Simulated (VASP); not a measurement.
OSZICAR of a VASP run on Rb (bcc):

File OSZICAR:
```
...
DAV:   1     0.436356174475E+02    0.43636E+02   -0.33782E+03   752   0.808E+02
DAV:   2     0.900575351550E+00   -0.42735E+02   -0.42201E+02   856   0.139E+02
DAV:   3    -0.997948807324E+00   -0.18985E+01   -0.18903E+01  1016   0.346E+01
DAV:   4    -0.105638694458E+01   -0.58438E-01   -0.58446E-01  1240   0.459E+00
DAV:   5    -0.105714317608E+01   -0.75623E-03   -0.75622E-03  1080   0.327E-01    0.151E+00
DAV:   6    -0.105576116745E+01    0.13820E-02   -0.24280E-03  1240   0.315E-01    0.915E-01
DAV:   7    -0.105541023206E+01    0.35094E-03   -0.36275E-03  1016   0.377E-01    0.576E-02
DAV:   8    -0.105542758134E+01   -0.17349E-04   -0.16946E-04  1152   0.113E-01    0.162E-02
DAV:   9    -0.105543217878E+01   -0.45974E-05   -0.68712E-06  1112   0.221E-02    0.452E-03
DAV:  10    -0.105543226189E+01   -0.83114E-07   -0.35582E-06  1048   0.122E-02
   1 F= 0.13719544E+01 E0= 0.13723480E+01  d E =0.137195E+01
       N       E                     dE             d eps       ncg     rms          rms(c)
DAV:   1    -0.102800128407E+02   -0.92246E+01   -0.21409E+02   800   0.117E+02    0.146E+01
DAV:   2    -0.207605388879E+01    0.82040E+01   -0.16595E+01   800   0.284E+01    0.631E+00
DAV:   3    -0.815458406944E+00    0.12606E+01   -0.10030E+01  1304   0.189E+01    0.794E-01
DAV:   4    -0.865535167514E+00   -0.50077E-01   -0.50396E-02   944   0.220E+00    0.485E-01
DAV:   5    -0.907990267245E+00   -0.42455E-01   -0.62751E-02  1072   0.213E+00    0.391E-01
DAV:   6    -0.908487119076E+00   -0.49685E-03   -0.82025E-04  1216   0.270E-01    0.346E-01
DAV:   7    -0.908244393221E+00    0.24273E-03   -0.17938E-04  1104   0.122E-01    0.206E-02
DAV:   8    -0.908243420071E+00    0.97315E-06   -0.53754E-06   984   0.296E-02
   2 F= 0.76279137E+00 E0= 0.76298413E+00  d E =-.609163E+00
       N       E                     dE             d eps       ncg     rms          rms(c)
DAV:   1    -0.197424311598E+01   -0.10660E+01   -0.27520E+01   832   0.402E+01    0.517E+00
DAV:   2    -0.944604882508E+00    0.10296E+01   -0.20676E+00   840   0.122E+01    0.228E+00
DAV:   3    -0.750622070125E+00    0.19398E+00   -0.14544E+00  1120   0.754E+00    0.440E-01
DAV:   4    -0.756054565752E+00   -0.54325E-02   -0.16715E-02   784   0.128E+00    0.279E-01
DAV:   5    -0.762896458383E+00   -0.68419E-02   -0.45377E-03  1104   0.686E-01    0.190E-01
DAV:   6    -0.764147741971E+00   -0.12513E-02   -0.16702E-03  1176   0.422E-01    0.214E-01
DAV:   7    -0.764131963296E+00    0.15779E-04   -0.24342E-05  1120   0.320E-02    0.846E-03
DAV:   8    -0.764133982727E+00   -0.20194E-05   -0.15369E-05  1152   0.291E-02    0.800E-03
DAV:   9    -0.764134008181E+00   -0.25455E-07   -0.20075E-07   472   0.514E-03
   3 F= 0.69010003E+00 E0= 0.68992918E+00  d E =-.681854E+00
       N       E                     dE             d eps       ncg     rms          rms(c)
DAV:   1    -0.833176826546E+00   -0.69043E-01   -0.31181E+00   792   0.135E+01    0.169E+00
DAV:   2    -0.724928605829E+00    0.10825E+00   -0.26092E-01   840   0.473E+00    0.793E-01
DAV:   3    -0.699134151416E+00    0.25794E-01   -0.15899E-01  1120   0.257E+00    0.181E-01
DAV:   4    -0.699731282616E+00   -0.59713E-03   -0.25462E-03   784   0.510E-01    0.839E-02
DAV:   5    -0.700374972934E+00   -0.64369E-03   -0.50391E-04  1080   0.219E-01    0.707E-02
DAV:   6    -0.700450123080E+00   -0.75150E-04   -0.19588E-04  1176   0.145E-01    0.554E-02
DAV:   7    -0.700455894071E+00   -0.57710E-05   -0.21360E-05   992   0.400E-02    0.273E-03
DAV:   8    -0.700455934458E+00   -0.40387E-07   -0.69970E-07   480   0.763E-03
   4 F= 0.68580594E+00 E0= 0.68551433E+00  d E =-.686148E+00
       N       E                     dE             d eps       ncg     rms          rms(c)
DAV:   1    -0.725823151186E+00   -0.25367E-01   -0.19838E-01   776   0.341E+00    0.422E-01
DAV:   2    -0.719404303455E+00    0.64188E-02   -0.17764E-02   848   0.120E+00    0.213E-01
DAV:   3    -0.717546028071E+00    0.18583E-02   -0.10480E-02  1120   0.660E-01    0.521E-02
DAV:   4    -0.717580379752E+00   -0.34352E-04   -0.17781E-04   776   0.130E-01    0.238E-02
DAV:   5    -0.717619696769E+00   -0.39317E-04   -0.53822E-05  1000   0.695E-02    0.161E-02
DAV:   6    -0.717619075598E+00    0.62117E-06   -0.41202E-06  1160   0.216E-02
   5 F= 0.68578962E+00 E0= 0.68552055E+00  d E =-.686165E+00
       N       E                     dE             d eps       ncg     rms          rms(c)
DAV:   1    -0.717542051802E+00    0.77645E-04   -0.56941E-06   792   0.218E-02    0.196E-03
DAV:   2    -0.717541898127E+00    0.15367E-06   -0.22304E-07   376   0.353E-03
   6 F= 0.68578700E+00 E0= 0.68551798E+00  d E =-.262221E-05
       N       E                     dE             d eps       ncg     rms          rms(c)
DAV:   1    -0.717309153733E+00    0.23290E-03   -0.32736E-05   776   0.446E-02    0.562E-03
DAV:   2    -0.717307931736E+00    0.12220E-05   -0.28657E-06   688   0.143E-02    0.276E-03
DAV:   3    -0.717307579701E+00    0.35203E-06   -0.16342E-06   432   0.908E-03
   7 F= 0.68578193E+00 E0= 0.68551260E+00  d E =-.768468E-05
       N       E                     dE             d eps       ncg     rms          rms(c)
DAV:   1    -0.717306087064E+00    0.18447E-05   -0.23843E-07   376   0.367E-03    0.201E-04
DAV:   2    -0.717306098730E+00   -0.11665E-07   -0.93497E-08   376   0.172E-03
   8 F= 0.68578186E+00 E0= 0.68551253E+00  d E =-.725456E-07
       N       E                     dE             d eps       ncg     rms          rms(c)
DAV:   1    -0.717301541092E+00    0.45460E-05   -0.52196E-08   376   0.185E-03    0.263E-04
DAV:   2    -0.717301544981E+00   -0.38885E-08   -0.19764E-08   376   0.999E-04
   9 F= 0.68578176E+00 E0= 0.68551242E+00  d E =-.179342E-06
       N       E                     dE             d eps       ncg     rms          rms(c)
DAV:   1    -0.717292424945E+00    0.91161E-05   -0.60897E-08   376   0.220E-03    0.233E-04
DAV:   2    -0.717292424304E+00    0.64165E-09   -0.55290E-09   376   0.614E-04
  10 F= 0.68578156E+00 E0= 0.68551220E+00  d E =-.379724E-06
       N       E                     dE             d eps       ncg     rms          rms(c)
DAV:   1    -0.717274183761E+00    0.18241E-04   -0.18000E-07   376   0.346E-03    0.406E-04
DAV:   2    -0.717274177542E+00    0.62195E-08   -0.15200E-08   376   0.107E-03
  11 F= 0.68578116E+00 E0= 0.68551178E+00  d E =-.774957E-06
       N       E                     dE             d eps       ncg     rms          rms(c)
DAV:   1    -0.717237708321E+00    0.36475E-04   -0.69171E-07   376   0.667E-03    0.842E-04
DAV:   2    -0.717237683494E+00    0.24828E-07   -0.77816E-08   376   0.236E-03
  12 F= 0.68578037E+00 E0= 0.68551093E+00  d E =-.156440E-05
       N       E                     dE             d eps       ncg     rms          rms(c)
DAV:   1    -0.717164822293E+00    0.72886E-04   -0.30304E-06   736   0.133E-02    0.184E-03
DAV:   2    -0.717164693995E+00    0.12830E-06   -0.29022E-07   376   0.499E-03
  13 F= 0.68577880E+00 E0= 0.68550923E+00  d E =-.313991E-05
       N       E                     dE             d eps       ncg     rms          rms(c)
DAV:   1    -0.717019227085E+00    0.14560E-03   -0.12062E-05   792   0.268E-02    0.360E-03
DAV:   2    -0.717018716869E+00    0.51022E-06   -0.10919E-06   384   0.922E-03
  14 F= 0.68577565E+00 E0= 0.68550584E+00  d E =-.628488E-05
       N       E                     dE             d eps       ncg     rms          rms(c)
DAV:   1    -0.716728774749E+00    0.29045E-03   -0.47960E-05   776   0.535E-02    0.713E-03
DAV:   2    -0.716726795142E+00    0.19796E-05   -0.45250E-06   776   0.184E-02    0.345E-03
DAV:   3    -0.716726265877E+00    0.52926E-06   -0.25621E-06   480   0.112E-02
  15 F= 0.68576989E+00 E0= 0.68549972E+00  d E =-.120464E-04
       N       E                     dE             d eps       ncg     rms          rms(c)
DAV:   1    -0.716150787093E+00    0.57601E-03   -0.23411E-04   776   0.119E-01    0.142E-02
DAV:   2    -0.716143253561E+00    0.75335E-05   -0.19385E-05   824   0.379E-02    0.717E-03
DAV:   3    -0.716141157068E+00    0.20965E-05   -0.12324E-05  1120   0.225E-02    0.202E-03
DAV:   4    -0.716141206887E+00   -0.49819E-07   -0.20873E-07   376   0.446E-03
  16 F= 0.68575865E+00 E0= 0.68548763E+00  d E =-.232855E-04
       N       E                     dE             d eps       ncg     rms          rms(c)
DAV:   1    -0.715008388053E+00    0.11328E-02   -0.95207E-04   776   0.237E-01    0.290E-02
DAV:   2    -0.714977058629E+00    0.31329E-04   -0.83371E-05   832   0.825E-02    0.146E-02
DAV:   3    -0.714968400224E+00    0.86584E-05   -0.50297E-05  1128   0.456E-02    0.375E-03
DAV:   4    -0.714968565858E+00   -0.16563E-06   -0.84049E-07   408   0.919E-03
  17 F= 0.68573920E+00 E0= 0.68546651E+00  d E =-.427337E-04
       N       E                     dE             d eps       ncg     rms          rms(c)
DAV:   1    -0.712773114252E+00    0.21953E-02   -0.38167E-03   776   0.475E-01    0.582E-02
DAV:   2    -0.712647647981E+00    0.12547E-03   -0.33500E-04   824   0.166E-01    0.292E-02
DAV:   3    -0.712612915448E+00    0.34733E-04   -0.20132E-04  1128   0.913E-02    0.745E-03
DAV:   4    -0.712613594915E+00   -0.67947E-06   -0.35057E-06   704   0.184E-02
  18 F= 0.68571202E+00 E0= 0.68543603E+00  d E =-.699135E-04
```

Which electronic solver shows in the log?

It is blocked Davidson (ALGO = Normal, or the opening steps of other solvers). The INCAR had ALGO = Normal.

Can the final energy be trusted as converged?

Self-consistency was reached. It stopped with EDIFF = 1E-6, NELM = 100, NSW = 40 and EDIFFG = -0.02 after 18 ionic steps (LDA (Ceperley-Alder, Perdew-Zunger), plane waves, VASP's LDA PAW potentials (set 64)). Energy and stress use the plane-wave basis of the starting cell.

The compound is Rb in the bcc structure. This run relaxes it under an external pressure of 5 GPa. Symmetry was kept, so distortions that lower it aren't found.
